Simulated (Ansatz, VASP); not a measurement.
## HfMg6Mn in VASP and in Ansatz

File INCAR:

```
  ALGO = Normal
  EDIFF = 1E-7
  ENCUT = 520
  GGA = PE
  ISIF = 2
  ISMEAR = -1
  ISPIN = 2
  LASPH = True
  LCHARG = False
  LMAXMIX = 4
  LORBIT = 11
  LREAL = False
  LWAVE = False
  MAGMOM = 0 4 0 0 0 0 0 0
  NBANDS = 32
  NELM = 120
  PREC = Accurate
  SIGMA = 0.05
```

Contents of KPOINTS:

```
k-points
0
Gamma
  6 5 5
```

Contents of POSCAR:

```
HfMg6Mn
1.0
    5.0044779296      0.0000000000      0.0000000000
    0.0000000000      3.1460846973      5.6683814855
    0.0000000000     -3.1460846973      5.6683814855
Hf Mn Mg
1 1 6
Direct
    0.5000000000      0.6872160000      0.6872160000
    0.0000000000      0.8109820000      0.8109820000
    0.5000000000      0.1665020000      0.1665020000
    0.5000000000      0.1656770000      0.6804830000
    0.5000000000      0.6804830000      0.1656770000
    0.0000000000      0.3288610000      0.3288610000
    0.0000000000      0.3365040000      0.8237760000
    0.0000000000      0.8237760000      0.3365040000
```

The input input.yaml:

```yaml
crystal:
  lattice:
    - [5.0044779296, 0.0, 0.0]
    - [0.0, 3.1460846973, 5.6683814855]
    - [0.0, -3.1460846973, 5.6683814855]
  atoms:
    - { symbol: Hf, position: [0.5, 0.687216, 0.687216] }
    - { symbol: Mn, position: [0.0, 0.810982, 0.810982], spin: 4.0 }
    - { symbol: Mg, position: [0.5, 0.166502, 0.166502] }
    - { symbol: Mg, position: [0.5, 0.165677, 0.680483] }
    - { symbol: Mg, position: [0.5, 0.680483, 0.165677] }
    - { symbol: Mg, position: [0.0, 0.328861, 0.328861] }
    - { symbol: Mg, position: [0.0, 0.336504, 0.823776] }
    - { symbol: Mg, position: [0.0, 0.823776, 0.336504] }
hamiltonian:
  xc: pbe
  pseudopotentials: { kind: paw }
magnetization:
  spin_polarized: true
kpoints:
  mp_grid: { grid: [6, 5, 5] }
scf:
  occupations: { method: fermi_dirac, width: 0.05 }
output:
  forces: true
  stress: true
  eigenvalues: true
```

Change from the starting cell: volume scaled by 1.06.

Alike in both runs: task single point; functional PBE; k mesh 6 × 5 × 5; occupations fermi-dirac, width 0.05 eV; collinear spin, ferromagnetic start.

|  | VASP | Ansatz |
| --- | --- | --- |
| version | VASP 6.6.1 | Ansatz 0.2.0 |
| potentials or method | VASP PAW PBE potentials, release 64 (Hf_pv, Mn_pv, Mg) | Ansatz PAW |
| plane-wave cutoff (eV) | 520 | 420 |
| valence electrons in the cell | 35 | 101 |

VASP gave:

* gap on the k mesh at the Fermi level (eV): none
* pressure (GPa): -2.5
* largest component of the traceless stress (GPa): 0.31
* rms of the force components (eV/Å): 0.034
* net moment per atom (μB): 0.36
* size of the moment on the site where the two differ most (μB): 0.40

Problem. Which values does Ansatz return?

Solution. gap on the k mesh at the Fermi level (eV): none; pressure (GPa): -2.4; largest component of the traceless stress (GPa): 0.30; rms of the force components (eV/Å): 0.032; net moment per atom (μB): 0.36; size of the moment on the site where the two differ most (μB): 0.34.

Site moments also hang on the region over which each program counts them. Atom by atom the forces differ by 0.002 eV/Å (rms over components). A gap of «none» marks a metal or a gap that the smearing closes. The two sets of potentials don't hold the same shells in valence.

The runs have no spin-orbit coupling, so splittings on Hf are missing.
